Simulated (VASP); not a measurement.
A VASP calculation is set up with these files.

POSCAR:
```
VPt
7.785160
  0.3450500696   0.0000000000   0.0000000000
  0.0000000000   0.3450500696   0.0000000000
  0.0000000000   0.0000000000   0.5000000000
V Pt
1 1
Direct
  0.4717820000   0.4625640000   0.5083590000
  0.0282180000   0.0374360000  -0.0083590000
```

KPOINTS:
```
Regular mesh
0
Gamma
8 8 6
```

### INCAR
```
# general
SYSTEM  = VPt
PREC    = Accurate
ENCUT   = 300   # plane-wave cut-off (eV)
LREAL   = .False.   # projection in real space or not
LASPH   = .True.   # aspherical one-centre terms

# electronic loop
EDIFF   = 1E-6   # SCF stop (eV)
NELM    = 100
ALGO    = Normal   # blocked Davidson
LMAXMIX = 6   # l cut-off of mixed one-centre charges

# smearing
ISMEAR  = 0
SIGMA   = 0.136

# ions
ISIF    = 2   # forces and stress, cell fixed

# output
LWAVE   = .False.
LCHARG  = .False.
```

POTCAR, in this order: V_sv Pt (LDA.64 set). Program: vasp_std.

Task: Translate this LDA calculation to Quantum ESPRESSO's pw.x.

Result: One equivalent input (not run):
```
&CONTROL
  calculation = 'scf'
  pseudo_dir = './pseudo'
  outdir = './out'
  tprnfor = .true.
  tstress = .true.
/
&SYSTEM
  ibrav = 0
  nat = 2
  ntyp = 2
  ecutwfc = 84
  occupations = 'smearing'
  smearing = 'gaussian'
  degauss = 0.009996
  input_dft = 'pz'
/
&ELECTRONS
  conv_thr = 7.3e-08
  electron_maxstep = 100
/
ATOMIC_SPECIES
  V 50.941 V.upf
  Pt 195.084 Pt.upf
CELL_PARAMETERS angstrom
     2.6862700    0.0000000    0.0000000
     0.0000000    2.6862700    0.0000000
     0.0000000    0.0000000    3.8925800
ATOMIC_POSITIONS crystal
  V    0.4717820  0.4625640  0.5083590
  Pt   0.0282180  0.0374360 -0.0083590
K_POINTS automatic
  8 8 6 0 0 0
```
Limits of the translation: the potentials are each code's own (VASP's PAW set, PseudoDojo norm-conserving files in pw.x), so ENCUT and ecutwfc are chosen apart and not converted; conv_thr bounds pw.x's estimated SCF error, while EDIFF bounds the energy change between steps.

The structure comes from a computed database's VPt entry; how it stands against other phases isn't given here. The cell was not relaxed at this level, atoms are displaced from their ideal sites.
